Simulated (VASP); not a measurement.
A convergence study with VASP on MnO$_{2}$ (space group no. 136 when undisturbed): one setting is varied, all else stays as given below, so the limit is that of these other settings. One atom is moved off its site, so that forces are finite.

```yaml
crystal:
  lattice:
    - [4.37800, 0.00000, 0.00000]
    - [0.00000, 4.37800, 0.00000]
    - [0.00000, 0.00000, 2.85565]
  atoms:
    - { symbol: Mn, position: [0.00000, 0.00000, 0.01751], spin: 3.0 }
    - { symbol: Mn, position: [0.50000, 0.50000, 0.50000], spin: -3.0 }
    - { symbol: O, position: [0.30500, 0.30500, 0.00000] }
    - { symbol: O, position: [0.80500, 0.19500, 0.50000] }
    - { symbol: O, position: [0.19500, 0.80500, 0.50000] }
    - { symbol: O, position: [0.69500, 0.69500, 0.00000] }
```

Method: LDA (Ceperley-Alder, Perdew-Zunger), VASP's LDA PAW potentials (set 64) (plane waves; VASP). The tightest run used: 400 eV cut-off, 11×11×16 Γ-centred mesh, Fermi-Dirac smearing of 0.010 eV, potentials Mn_pv O.

**Question.** The settings run are 2×2×2 mesh; 2×2×3 mesh; 3×3×4 mesh; 3×3×5 mesh; 4×4×6 mesh; 5×5×7 mesh; 5×5×8 mesh; 7×7×10 mesh; 7×7×11 mesh; 8×8×12 mesh; 9×9×13 mesh; 10×10×15 mesh; 11×11×16 mesh. From which on does the stress (every component) stay within 0.5 GPa of the tightest run?

**Answer.** From 3×3×5 mesh on: it is off by 0.35 there and by no more than 0.5 in any finer run, while 3×3×4 mesh is off by 0.63.
| setting | E (eV/atom) | pressure (GPa) | largest force (eV/Å) | moment (μB) | irreducible k-points | difference judged (GPa) |
|---|---|---|---|---|---|---|
| 2×2×2 mesh | -8.8720 | -19.93 | 0.424 | 0.000 | 6 | 4.93 |
| 2×2×3 mesh | -8.8681 | -20.04 | 0.621 | 0.066 | 6 | 1.58 |
| 3×3×4 mesh | -8.8751 | -18.85 | 0.601 | 0.024 | 12 | 0.63 |
| 3×3×5 mesh | -8.8738 | -18.64 | 0.599 | 0.027 | 12 | 0.35 |
| 4×4×6 mesh | -8.8726 | -18.53 | 0.582 | -0.008 | 28 | 0.08 |
| 5×5×7 mesh | -8.8728 | -18.40 | 0.587 | -0.004 | 36 | 0.14 |
| 5×5×8 mesh | -8.8728 | -18.31 | 0.581 | -0.004 | 45 | 0.40 |
| 7×7×10 mesh | -8.8717 | -18.55 | 0.599 | 0.010 | 96 | 0.04 |
| 7×7×11 mesh | -8.8719 | -18.61 | 0.602 | 0.005 | 96 | 0.15 |
| 8×8×12 mesh | -8.8722 | -18.62 | 0.603 | 0.005 | 147 | 0.15 |
| 9×9×13 mesh | -8.8721 | -18.59 | 0.602 | -0.003 | 175 | 0.11 |
| 10×10×15 mesh | -8.8721 | -18.57 | 0.599 | 0.003 | 248 | 0.03 |
| 11×11×16 mesh | -8.8722 | -18.54 | 0.598 | 0.000 | 324 | 0.00 |

Left out are rungs that failed or repeat a setting and relaxations that didn't move; long series are thinned to 24 rows.

The structure is a typed MnO2 crystal (space group no. 136). The cell was not relaxed at this level, it is distorted from the ideal structure. The spin order is the one that the start imposed; others were not tried in this run.
